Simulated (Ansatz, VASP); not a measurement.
## PtC in two plane-wave programs

Aim: how closely do two programs agree when they are given the same cell, functional and k mesh? The cell is generated by rule, not measured, and may not be a known phase. The cell is taken from a series of runs on this material, whose earlier steps may have relaxed, scaled, displaced or heated it; both programs get it as it stands.

Main program and level: Ansatz 0.2.0; plane waves, with VASP 6.6.1 beside it; single point at LDA.

## (1) Set-up

Symmetry: P6_3mc, No. 186, hexagonal system. The conventional cell has a = 3.262 Å, b = 3.262 Å, c = 5.327 Å, α = 90.00°, β = 90.00°, γ = 120.00°. Nearest to Pt lie 4 C at 2.00 Å. Nearest to C lie 4 Pt at 2.00 Å. Farther neighbours are not listed.

## (2) Ansatz: single point, LDA, pair 1

Ansatz runs on its default PAW (the set named soft_2) files.

With cell and atoms fixed, the geometry can't cause a difference; cores, projectors, grids and the points listed under the comparison can.

Contents of input.yaml:

```yaml
crystal:
  lattice:
    - [3.2619, 0.0, 0.0]
    - [-1.63095, 2.82489, 0.0]
    - [0.0, 0.0, 5.32669]
  atoms:
    - { symbol: Pt, position: [0.333333, 0.666667, 0.0] }
    - { symbol: Pt, position: [0.666667, 0.333333, 0.5] }
    - { symbol: C, position: [0.333333, 0.666667, 0.375] }
    - { symbol: C, position: [0.666667, 0.333333, 0.875] }
kpoints:
  mp_grid: { grid: [6, 6, 4] }
hamiltonian:
  xc: lda
scf:
  occupations: { method: gaussian, width: 0.1 }
output:
  forces: true
  stress: true
  eigenvalues: true
```

Command:

```sh
> ansatz run input.yaml --threads 4 --pin off --max-ram 7168MiB --backend cpu --events-out ev --progress --plain --runs-dir out
```

Numbers of over 12 decimals in the logs are rounded to 6 here.

Output:

```text
Warning: the atoms were moved onto the symmetric positions of the space group found under crystal.symmetry.tolerance 1.0e-5 (fractional; no operation is sought that the atoms, as they stand in a round, miss by more than twice it, and no atom is moved by as much as it), and the run uses the moved positions. Before a round's move an operation carried an atom to 3.26e-6 Å from where it should land, the largest such dist [...]
Engine: ansatz 0.2.0, aarch64-unknown-linux-gnu
Pseudopotentials: kind: paw
Pseudopotential: Pt, paw, valence charge 18, recommended cutoff 420 eV (normal), Pt.paw.azcp
Pseudopotential: C, paw, valence charge 4, recommended cutoff 420 eV (normal), C.paw.azcp
Functional definition: SPW92
  exchange = slater_x
  correlation = pw_c
Crystal: 4 atoms, lattice volume = 49.083 Å³
Basis set: ecut = 420 eV, 989 PW (Γ)
Bands: 27, of which v1, the nominal top of the filled ones, is band 22 counted from 1 (21 counted from 0)
Symmetry: 12 space group operations
Space group: P63mc (ITA 186), of the structure as read, at distance tolerance 3.7e-5 Å
k-points: 21 of 144 (time reversal used)
Non-local potential: Pt, projectors of the file, l = 0: 3, l = 1: 2, l = 2: 2, l = 3: 1
Non-local potential: C, projectors of the file, l = 0: 2, l = 1: 2, l = 2: 1
PAW form: soft (Blöchl's): semilocal exchange-correlation on the pseudo side does not see the compensation charge
PAW frozen core: Pt, regenerated for the run's functional, and the local potential with it (the file was generated under x = pbe(κ = 0.804, μ = 0.219515), c = pbe(β = 0.066725))
PAW frozen core: C, regenerated for the run's functional, and the local potential with it (the file was generated under x = pbe(κ = 0.804, μ = 0.219515), c = pbe(β = 0.066725))
PAW one-centre angular grid: Pt, 590 points (default); XC on 64 Gauss nodes
PAW one-centre angular grid: C, 110 points (default); XC on 64 Gauss nodes
Initial density: superposition of atomic densities (neutral atoms: chi_scale 0, normalization atom), corrected by the library's trained network
Initial wavefunctions: pseudopotential atomic-orbital guess
Functional: x = slater, c = lda
SCF iter   1: F=—  HF=-24971.994151 eV  |F-HF|=—  |Δ(HF+E_count)|=         —  Δρ=1.15e-2  dr2=3.73e-2  ethr=1.77e-3  ⟨swp⟩=5.4  Hψ=2216  notcnv=0
preconditioner: auto → Kerker (q_TF=auto, 2.679 Å⁻¹)  [metal: Δε(μ)=0.047 eV  Ē_g=9.165 eV  σ=0.100 eV  W_gap=0.26  n_scr=22 (ndim 8)  ℏωp=28.0 eV  f_vac=0.001  D(μ)=1.86/eV (n_scr^D=22)]
SCF iter   2: F=—  HF=-24971.984845 eV  |F-HF|=—  |Δ(HF+E_count)|=   9.31e-3  Δρ=5.63e-3  dr2=9.76e-3  ethr=8.49e-5  ⟨swp⟩=1.6  Hψ=895  notcnv=0
SCF iter   3: F=—  HF=-24971.981323 eV  |F-HF|=—  |Δ(HF+E_count)|=   3.52e-3  Δρ=8.12e-4  dr2=3.33e-4  ethr=2.22e-5  ⟨swp⟩=2.0  Hψ=802  notcnv=0
SCF iter   4: F=—  HF=-24971.981247 eV  |F-HF|=—  |Δ(HF+E_count)|=   7.61e-5  Δρ=1.97e-4  dr2=2.20e-5  ethr=7.57e-7  ⟨swp⟩=2.2  Hψ=802  notcnv=0
SCF iter   5: F=—  HF=-24971.981245 eV  |F-HF|=—  |Δ(HF+E_count)|=   2.74e-6  Δρ=4.79e-5  dr2=1.12e-6  ethr=5.01e-8  ⟨swp⟩=2.4  Hψ=837  notcnv=0
SCF iter   6: F=-24971.981245 eV  HF=-24971.981245 eV  |F-HF|=4.23e-9  |Δ(HF+E_count)|=   9.04e-8  Δρ=1.08e-5  dr2=4.80e-8  ethr=2.27e-10  ⟨swp⟩=6.7  Hψ=2340  notcnv=0
SCF 1 converged in 6 iterations: F = -24971.981245 eV  dr2 = 4.80e-8
  greatest PAW one-centre occupation: 1.000 electrons in one spin orbital (limit 2), on the Pt atom at site 1 (counted from 0), in its partial waves of l = 0
SCF converged after 6 iterations
Free energy (F): -24971.981245 eV
Harris-Foulkes:  -24971.981245 eV  (|F-HF|=4.23e-9)
Internal energy: -24971.971080 eV  (E = F + TS)
E sigma→0 (E₀):  -24971.976163 eV
Entropy (-TS):   -0.010164 eV (-2.541 meV/atom)
Fermi energy:    17.551063 eV
--- Per-component energies (eV) ---
  E_band       = -455.812693
  E_kinetic    = 1452.277876
  E_local      = -3985.854716  (includes V_loc(G=0)·N_el)
  E_nonlocal   = 468.121202
  E_hartree    = 1469.431975
  E_xc         = -616.352741
  E_vxc        = -724.255799  (∫ρ·V_xc dr)
  E_paw        = -18537.863513  (= ΣΔE_a)
  E_vpaw       = -604.960436  (= ΣTr[D̂ρ^β])
  E_aug_tail   = 0.000355  (compensation charges beyond the density's cutoff)
  E_ewald      = -5222.784922
  E_core_change = 1.053404  (= ΣΔE_core)
  E_smearing   = -0.010164  (= −TS)
  E_closure    = -0.000000  (closes the sum)
  Σ components = -24971.981245   (vs F -24971.981245, Δ=0.00e0)
--- Forces (eV/Å), atoms counted from 1 ---
  atom   1  Pt     0.00000000    -0.00000000     0.13118157
  atom   2  Pt    -0.00000000     0.00000000     0.13118157
  atom   3  C     -0.00000000     0.00000000    -0.13119167
  atom   4  C      0.00000000     0.00000000    -0.13119167
  max |Σ_I F_I| component: 2.02e-5 eV/Å
--- Stress (GPa, compression-positive) ---
        2.036963      -0.000000      -0.000000
        0.000000       2.036963      -0.000000
       -0.000000      -0.000000      18.418267
  P = ⅓ Tr σ = 7.4974 GPa (74.974 kbar)
--- Band table (eV; the first three rows and the last of 21) ---
  k-point 0: bands = [... 18 lower, 14.0629, 14.0629, 15.1216, 20.2266, 20.2266, 20.6624, 21.5980, 22.7572, ... 1 higher]
  k-point 1: bands = [... 18 lower, 13.9613, 13.9613, 16.6379, 20.4765, 20.4765, 20.4964, 22.0484, 22.2701, ... 1 higher]
  k-point 2: bands = [... 18 lower, 13.5909, 13.5909, 19.2062, 19.2062, 21.2607, 21.2607, 21.2607, 21.2607, ... 1 higher]
  k-point 20: bands = [... 18 lower, 14.8649, 14.8649, 16.1487, 16.1487, 16.7021, 16.7021, 19.0973, 19.0973, ... 1 higher]
```

The column dr2 measures how far the density is from self-consistency, as an energy; F and HF (Harris–Foulkes) agree once it is small.

The run ends at a pressure of 7.50 GPa, with forces up to 0.13 eV/Å.

## (3) VASP: single point, LDA, pair 1

The same cell, functional (in two slightly different forms), mesh and smearing now go to VASP, with its own data sets.

Lines of VASP's logs that name or quote its potential files are left out, and so is its time.

Contents of INCAR:

```
SYSTEM = PtC
PREC = Accurate
ENCUT = 600
EDIFF = 1E-06
NELM = 120
ISMEAR = 0
SIGMA = 0.1
LREAL = .FALSE.
ALGO = Normal
GGA = PW92
NBANDS = 20
LASPH = .TRUE.
LORBIT = 11
LWAVE = .FALSE.
LCHARG = .FALSE.
ISIF = 2
GGA_COMPAT = .FALSE.
KPAR = 2
```

Contents of POSCAR:

```
PtC
1.0
    3.2619000000      0.0000000000      0.0000000000
   -1.6309500000      2.8248900000      0.0000000000
    0.0000000000      0.0000000000      5.3266900000
Pt C
2 2
Direct
    0.3333343333      0.6666676667      0.0000000000
    0.6666676667      0.3333343333      0.5000000000
    0.3333343333      0.6666676667      0.3750000000
    0.6666676667      0.3333343333      0.8750000000
```

Contents of KPOINTS:

```
Automatic mesh
0
Gamma
6 6 4
0 0 0
```

Potentials, in the order of the species: Pt and C (LDA family, release 64).

Command:

```sh
> mpirun -np 2 vasp_std
```

Output:

```text
[banner, memory and clock lines left out]
running    2 mpi-ranks, on    1 nodes
 distrk:  each k-point on    1 cores,    2 groups
 distr:  one band on    1 cores,    1 groups

 POSCAR found type information on POSCAR PtC
 POSCAR found :  2 types and       4 ions
|                                                                             |
|               ----> ADVICE to this user running VASP <----                  |
|                                                                             |
|     You enforced a specific xc type in the INCAR file but a different       |
|     [... a line on the potential file left out ...]
|     I HOPE YOU KNOW WHAT YOU ARE DOING!                                     |
|                                                                             |

 LDA part: xc-table for (Slater(with rela. corr.)+PW92), standard interpolation
 POSCAR, INCAR and KPOINTS ok, starting setup
 FFT: planning ... GRIDC
 FFT: planning ... GRID_SOFT
 FFT: planning ... GRID
 WAVECAR not read
 entering main loop
       N       E                     dE             d eps       ncg     rms          rms(c)
DAV:   1     0.155626091935E+03    0.15563E+03   -0.15691E+04   840   0.150E+03
DAV:   2    -0.276889792541E+02   -0.18332E+03   -0.17502E+03   944   0.298E+02
DAV:   3    -0.356493036672E+02   -0.79603E+01   -0.78097E+01   984   0.606E+01
DAV:   4    -0.357499286674E+02   -0.10063E+00   -0.10051E+00   928   0.755E+00
DAV:   5    -0.357513243693E+02   -0.13957E-02   -0.13956E-02  1004   0.849E-01    0.352E+01
DAV:   6    -0.317466554309E+02    0.40047E+01   -0.19816E+01   972   0.384E+01    0.134E+01
DAV:   7    -0.313121654765E+02    0.43449E+00   -0.29850E+00   888   0.163E+01    0.912E+00
DAV:   8    -0.312520696152E+02    0.60096E-01   -0.24164E-01   920   0.322E+00    0.149E+00
DAV:   9    -0.312347532039E+02    0.17316E-01   -0.36683E-02   944   0.175E+00    0.291E-01
DAV:  10    -0.312352499739E+02   -0.49677E-03   -0.61053E-03   968   0.544E-01    0.114E-01
DAV:  11    -0.312352353129E+02    0.14661E-04   -0.12033E-04   920   0.879E-02    0.404E-02
DAV:  12    -0.312352164476E+02    0.18865E-04   -0.36873E-05   924   0.461E-02    0.144E-02
DAV:  13    -0.312352160936E+02    0.35400E-06   -0.53502E-06   904   0.184E-02
   1 F= -.31235216E+02 E0= -.31230158E+02  d E =-.101153E-01
```

Parts of OUTCAR (step 3):

```text
ion  position               nearest neighbor table
   1  0.333  0.667  0.000-   4 2.00   4 2.00   4 2.00   3 2.00   2 3.26   2 3.26   2 3.26   2 3.26
                             2 3.26   2 3.26
   2  0.667  0.333  0.500-   3 2.00   3 2.00   3 2.00   4 2.00   1 3.26   1 3.26   1 3.26   1 3.26
                             1 3.26   1 3.26
   3  0.333  0.667  0.375-   2 2.00   2 2.00   2 2.00   1 2.00
   4  0.667  0.333  0.875-   1 2.00   1 2.00   1 2.00   2 2.00

  LATTYP: Found a hexagonal cell.
 ALAT       =     3.2619000000
 C/A-ratio  =     1.6330022380

 Subroutine GETGRP returns: Found 12 space group operations
 (whereof  6 operations were pure point group operations)

The static configuration has the point symmetry C_3v.
 The point group associated with its full space group is C_6v.

 Found     21 irreducible k-points:

   k-points           NKPTS =     21   k-points in BZ     NKDIM =     21   number of bands    NBANDS=     20

   dimension x,y,z NGX =    28 NGY =   28 NGZ =   48
   dimension x,y,z NGXF=    56 NGYF=   56 NGZF=   96

   ENCUT  =  600.0 eV  44.10 Ry    6.64 a.u.   6.51  6.51 10.64*2*pi/ulx,y,z

   NELECT =      28.0000    total number of electrons

 k-points in reciprocal lattice and weights: Automatic mesh
   0.00000000  0.00000000  0.00000000       0.007
   0.16666667  0.00000000  0.00000000       0.042
   0.33333333 -0.00000000  0.00000000       0.042
   0.50000000  0.00000000  0.00000000       0.021
   0.16666667  0.16666667  0.00000000       0.042
   0.33333333  0.16666667  0.00000000       0.083
   0.33333333  0.33333333  0.00000000       0.014
   0.00000000  0.00000000  0.25000000       0.014
   0.16666667  0.00000000  0.25000000       0.083
[...]
0.33333333  0.16666667  0.50000000       0.083
   0.33333333  0.33333333  0.50000000       0.014

 average (electrostatic) potential at core
       1 -66.2896       2 -66.2895       3 -51.2602       4 -51.2601

 E-fermi :   9.5048

 k-point     1 :       0.0000    0.0000    0.0000
  band No.  band energies     occupation
    ...
      9       4.8443      2.00000
     10       4.8444      2.00000
     11       6.0185      2.00000
     12       6.0185      2.00000
     13       7.0813      2.00000
     14      12.1754      0.00000
     15      12.1754      0.00000
     16      12.6290      0.00000
     17      13.5429      0.00000
     18      14.7022      0.00000
    ...

 k-point     2 :       0.1667    0.0000    0.0000
  band No.  band energies     occupation
    ...
      9       4.4676      2.00000
     10       4.8116      2.00000
     11       6.0073      2.00000
     12       6.1057      2.00000
     13       7.2638      2.00000
     14      10.9860      0.00000
     15      11.4916      0.00000
     16      13.3718      0.00000
     17      13.4035      0.00000
     18      13.8613      0.00000
    ...

 k-point     3 :       0.3333   -0.0000    0.0000
  band No.  band energies     occupation
    ...
     10       5.2407      2.00000
     11       5.5232      2.00000
     12       6.2410      2.00000
     13       8.0165      2.00000
     14       8.6321      2.00000
     15       9.8624      0.00000
     16      10.5167      0.00000
     17      12.6400      0.00000
     18      12.9317      0.00000
     19      15.6635      0.00000
    ...

  Total        0.9350578      0.9350590      5.9126892      0.0000000      0.0000000      0.0000000
  in kB       30.5224530     30.5224905    193.0038756      0.0000000      0.0000000      0.0000000
  external PRESSURE =      84.6829397 kB  Pullay stress =       0.0000000 kB

  energy-cutoff  :      600.00
  volume of cell :       49.08
      direct lattice vectors                 reciprocal lattice vectors
     3.261900000  0.000000000  0.000000000     0.306569791  0.176998042  0.000000000
    -1.630950000  2.824890000  0.000000000     0.000000000  0.353996085  0.000000000
     0.000000000  0.000000000  5.326690000     0.000000000  0.000000000  0.187733846

 POSITION                                       TOTAL-FORCE (eV/Angst)
 -----------------------------------------------------------------------------------
      0.00000      1.88326      0.00000        -0.000000      0.000000      0.141909
      1.63095      0.94163      2.66335        -0.000000     -0.000000      0.141909
      0.00000      1.88326      1.99751         0.000000      0.000000     -0.141909
      1.63095      0.94163      4.66085        -0.000000     -0.000000     -0.141909
 -----------------------------------------------------------------------------------
    total drift:                               -0.000827     -0.001433     -0.000264

  FREE ENERGIE OF THE ION-ELECTRON SYSTEM (eV)
  ---------------------------------------------------
  free  energy   TOTEN  =       -31.2352160936 eV

  energy  without entropy=      -31.2251007692  energy(sigma->0) =      -31.23015843

 total charge
# of ion       s       p       d       tot
------------------------------------------
    1        0.829   0.809   8.136   9.774
    2        0.829   0.809   8.136   9.774
    3        0.879   1.450   0.000   2.329
    4        0.879   1.450   0.000   2.329
--------------------------------------------------
tot          3.416   4.518  16.273  24.206

[... 3 further parts left out ...]
```

The run ends at a pressure of 8.47 GPa, with forces up to 0.14 eV/Å.

## (4) Side by side

Known differences besides the potentials themselves: the data sets hold 44 valence electrons in Ansatz (on its default PAW (the set named soft_2) files) and 28 in VASP; the cutoff is 420 eV in Ansatz and 600 eV in VASP; VASP's log shows a relativistic correction to its local exchange, Ansatz's none. Total energies have different zeros and are not compared.

Compared:

```tsv
quantity	Ansatz	VASP	difference
pressure (GPa)	7.50	8.47	-0.97
```

Forces (eV/Å; atoms numbered as in POSCAR):

```tsv
atom	Ansatz x, y, z	VASP x, y, z
Pt1	0.000, 0.000, 0.131	0.000, 0.000, 0.142
Pt2	0.000, 0.000, 0.131	0.000, 0.000, 0.142
C3	0.000, 0.000, -0.131	0.000, 0.000, -0.142
C4	0.000, 0.000, -0.131	0.000, 0.000, -0.142
```

The forces differ by 6.2 meV/Å r.m.s., which is 7.6 % of the r.m.s. force of 0.082 eV/Å (both taken over all components).

## (5) VASP: single point, LDA, pair 2

With cell and atoms fixed, the geometry can't cause a difference; cores, projectors, grids and the points listed under the comparison can. This pair takes another cell of the material, with 8 atoms against 4 for the pair before.

Changes to INCAR since step 3:

```diff
@@ -5,4 +5,4 @@
 NELM = 120
-ISMEAR = 0
-SIGMA = 0.1
+ISMEAR = 1
+SIGMA = 0.15
 LREAL = .FALSE.
@@ -10,3 +10,3 @@
 GGA = PW92
-NBANDS = 20
+NBANDS = 36
 LASPH = .TRUE.
```

Contents of POSCAR:

```
PtC
1.0
    3.1586945863      0.0000000000      0.0000000000
    0.0000000000      5.4710195090      0.0000000000
    0.0000000000      0.0000000000      5.7777226681
Pt C
4 4
Direct
    0.0000000001      0.3333333333      0.0073871743
    0.5000000001      0.8333333333      0.0073871743
    0.5000000001      0.1666666667      0.5073871743
    0.0000000001      0.6666666667      0.5073871743
    0.0000000001      0.3333333333      0.3676128257
    0.5000000001      0.8333333333      0.3676128257
    0.5000000001      0.1666666667      0.8676128257
    0.0000000001      0.6666666667      0.8676128257
```

Contents of KPOINTS:

```
Automatic mesh
0
Gamma
10 6 6
0 0 0
```

Command:

```sh
> mpirun -np 2 vasp_std
```

Output:

```text
[banner, memory and clock lines left out]
running    2 mpi-ranks, on    1 nodes
[...]
[... a notice as in an earlier step ...]

 LDA part: xc-table for (Slater(with rela. corr.)+PW92), standard interpolation
 POSCAR, INCAR and KPOINTS ok, starting setup
[...]
entering main loop
       N       E                     dE             d eps       ncg     rms          rms(c)
DAV:   1     0.345494656518E+03    0.34549E+03   -0.31127E+04  6912   0.167E+03
DAV:   2    -0.492549438279E+02   -0.39475E+03   -0.38010E+03  7888   0.335E+02
DAV:   3    -0.713614258588E+02   -0.22106E+02   -0.21482E+02  8000   0.739E+01
DAV:   4    -0.719237843091E+02   -0.56236E+00   -0.55886E+00  8204   0.122E+01
[...]
DAV:  12    -0.628246734880E+02    0.55115E-04   -0.11267E-04  8348   0.653E-02    0.196E-02
DAV:  13    -0.628246728210E+02    0.66705E-06   -0.19209E-05  7304   0.229E-02    0.448E-03
DAV:  14    -0.628246725837E+02    0.23729E-06   -0.87044E-07  3800   0.546E-03
   1 F= -.62824673E+02 E0= -.62824930E+02  d E =0.773353E-03
```

From OUTCAR (step 5):

```text
  Total        0.5829656      0.7943122      0.1150088      0.0000000      0.0000000      0.0000000
  in kB        9.3545071     12.7458618      1.8454781      0.0000000      0.0000000      0.0000000
  external PRESSURE =       7.9819490 kB  Pullay stress =       0.0000000 kB

 POSITION                                       TOTAL-FORCE (eV/Angst)
 -----------------------------------------------------------------------------------
      0.00000      1.82367      0.04268         0.000000      0.033617      0.012174
      1.57935      4.55918      0.04268         0.000000      0.033617      0.012174
      1.57935      0.91184      2.93154         0.000000     -0.033617      0.012174
      0.00000      3.64735      2.93154         0.000000     -0.033617      0.012174
      0.00000      1.82367      2.12396        -0.000000      0.024889     -0.012174
      1.57935      4.55918      2.12396        -0.000000      0.024889     -0.012174
      1.57935      0.91184      5.01283         0.000000     -0.024889     -0.012174
      0.00000      3.64735      5.01283         0.000000     -0.024889     -0.012174
 -----------------------------------------------------------------------------------
    total drift:                               -0.000000      0.000000      0.000276

  FREE ENERGIE OF THE ION-ELECTRON SYSTEM (eV)
  ---------------------------------------------------
  free  energy   TOTEN  =       -62.8246725837 eV

  energy  without entropy=      -62.8254459367  energy(sigma->0) =      -62.82493037

[... 3 further parts left out ...]
[key lines of the parts left out:]
E-fermi :   9.1186
```

The run ends at a pressure of 0.80 GPa, with forces up to 0.036 eV/Å.

(Part 1 of 2 ends here.)

[Lines on the potential files, build, host, timing and source positions are cut from VASP's logs without a mark.]

[Logs are printed without paths, hosts, clocks, repeated set-up lines and the standing remarks that a program may print on its own settings, such as how far it seeks lower states.]

[Hosts, paths, dates, database ids (printed as entryN), source tags and the programs' standing remarks are cut or masked in the printed files.]
